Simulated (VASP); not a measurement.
Sr:

```xyz
1
Lattice="0.0000 3.0108 3.0108 3.0108 0.0000 3.0108 3.0108 3.0108 0.0000" Properties=species:S:1:pos:R:3 pbc="T T T"
Sr    0.0000    0.0000    0.0000
```

Base run:

```yaml
Program: VASP 6.6.1
Functional: PBE0
Potentials_or_basis: VASP PAW PBE potentials, release 64 (Sr_sv)
Cutoff: 450 eV
k_mesh: 7 × 7 × 7
Occupations: methfessel-paxton, width 0.1 eV
Spin: no spin polarisation
```

Its results: band gap on the k mesh 0.36 eV, indirect (least direct gap 0.85 eV); pressure 0.1 GPa.

Q: After a change of settings the same cell gave: band gap on the k mesh none (metal or under the smearing width); pressure -0.6 GPa. Which change was it?
A. functional from PBE0 to PBEsol; cutoff from 450 eV to 600 eV; k mesh from 7 × 7 × 7 to 12 × 12 × 12
B. functional from PBE0 to r2SCAN; k mesh from 7 × 7 × 7 to 12 × 12 × 12
C. functional from PBE0 to HSE06

A: A.

Caveats: the PAW data sets were made with another functional, which shifts forces and pressure a little; an odd mesh through Γ misses points on the zone boundary, where band edges often lie (some runs).

Runs at the PBE level aren't shown here.
